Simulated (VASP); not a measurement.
**SnBrCl3: relaxation of cell and atoms with PBE**

The system is SnBrCl3.

```
CELL_PARAMETERS angstrom
4.93608 0.00000 0.00000
0.00000 4.93608 0.00000
0.00000 0.00000 4.93608
ATOMIC_POSITIONS crystal
Sn 0.50000 0.50000 0.50000
Br 0.00000 0.00000 0.00000
Cl 0.50000 0.00000 0.00000
Cl 0.00000 0.50000 0.00000
Cl 0.00000 0.00000 0.50000
```

The cell was built by a generator and needn't be a form met in nature.

* Program: VASP 6.6.1
* Task: relaxation of cell and atoms
* Functional: PBE
* Potentials or basis: VASP PAW PBE potentials, release 64 (Sn_d, Br, Cl)
* Cutoff: 520 eV
* k mesh: 3 × 3 × 3
* Occupations: gaussian, width 0.15 eV
* Spin: no spin polarisation
* Further INCAR settings: PREC = Normal; ALGO = Fast; EDIFF = 0.0001; IBRION = 2; EDIFFG = -0.08; NSW = 24; ISIF = 3

| Item | Value |
| --- | --- |
| Relaxed volume | 30.72 Å³/atom |
| Relaxed cell | a = 5.355 Å, b = 5.355 Å, c = 5.355 Å, α = 90.00°, β = 90.00°, γ = 90.00° |
| Space group after relaxing (to 0.05 Å) | Pm-3m (No. 221) |
| Energy gained by relaxing | 195.2 meV/atom |
| Ionic steps | 2 |
| Pressure after relaxing | 0.0 GPa |
| Band gap on the k mesh | none (metal or under the smearing width) |

The path:
```csv
step,energy change (eV),largest force (eV/Å),pressure (GPa),volume (Å³)
1,0.0000,0.0000,11.73,120.27
2,-0.9758,0.0000,-0.03,153.59
```

Final structure:
```cif
data_structure
_symmetry_space_group_name_H-M 'P 1'
_symmetry_Int_Tables_number 1
_cell_length_a 5.3554
_cell_length_b 5.3554
_cell_length_c 5.3554
_cell_angle_alpha 90.000
_cell_angle_beta 90.000
_cell_angle_gamma 90.000
_cell_volume 153.59
loop_
_atom_site_label
_atom_site_type_symbol
_atom_site_fract_x
_atom_site_fract_y
_atom_site_fract_z
_atom_site_occupancy
Sn1 Sn 0.50000 0.50000 0.50000 1
Br1 Br 0.00000 0.00000 0.00000 1
Cl1 Cl 0.50000 0.00000 0.00000 1
Cl2 Cl 0.00000 0.50000 0.00000 1
Cl3 Cl 0.00000 0.00000 0.50000 1
```

Levels at points of the mesh, in eV from the Fermi level:
| k point | band 17 | band 18 | band 19 | band 20 | band 21 | band 22 | band 23 | band 24 |
| --- | --- | --- | --- | --- | --- | --- | --- | --- |
| (0.00, 0.00, 0.00) | -2.44 | -2.44 | -2.44 | 1.01 | 1.01 | 1.01 | 2.03 | 2.03 |

It took 14 s on 1 thread of AMD EPYC 9R45 96-Core Processor (Zen 5) (shared host), peak memory 0.13 GiB.

Caveat: the k mesh is coarse (spacing up to 0.42 Å⁻¹), so the values aren't converged; the volume moved by over 15 % at a fixed basis, so the end points are rough.
